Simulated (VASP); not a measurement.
Calculation: PBE GGA, VASP's PBE PAW potentials (set 64) (plane waves; VASP).

VASP ran on this input.

**POSCAR**
```
CoSi2
4.544390
  0.9235639987   0.0000000000   0.0000000000
 -0.4617818893   0.7998299002   0.0000000000
  0.0000000000   0.0000000000   1.0000000000
Co Si
1 2
Cart
  0.0000000000   0.0000000000   0.0000000000
 -0.0000003884   0.5332202001   0.5000000000
  0.4617824978   0.2666097001   0.5000000000
```

File KPOINTS:
```
kpoints
0
gamma
 7 7 6
0 0 0
```

**INCAR**
```
ALGO = Normal
EDIFF = 1E-6
ENCUT = 300
GGA = PE
ISIF = 2
ISMEAR = -1
ISPIN = 2
LASPH = .TRUE.
LCHARG = .FALSE.
LMAXMIX = 4
LORBIT = 11
LREAL = .FALSE.
LWAVE = .FALSE.
MAGMOM = 3.0 2*0.0
NELM = 100
PREC = Accurate
SIGMA = 0.1
SYSTEM = CoSi2
```

POTCAR, in this order: Co Si (PBE.64 set). Program: vasp_std.

Problem. What will the output report for the number of irreducible k-points (NKPTS), largest plane-wave count, number of space-group operations, FFT grid (NGX, NGY, NGZ)?

Solution. 
number of irreducible k-points (NKPTS): 32
largest plane-wave count: 832
number of space-group operations: 24
FFT grid (NGX, NGY, NGZ): 24 × 24 × 28

The structure was generated: CoSi2 was put into an ordered model structure, which need not be its known phase. The cell was not relaxed at this level.
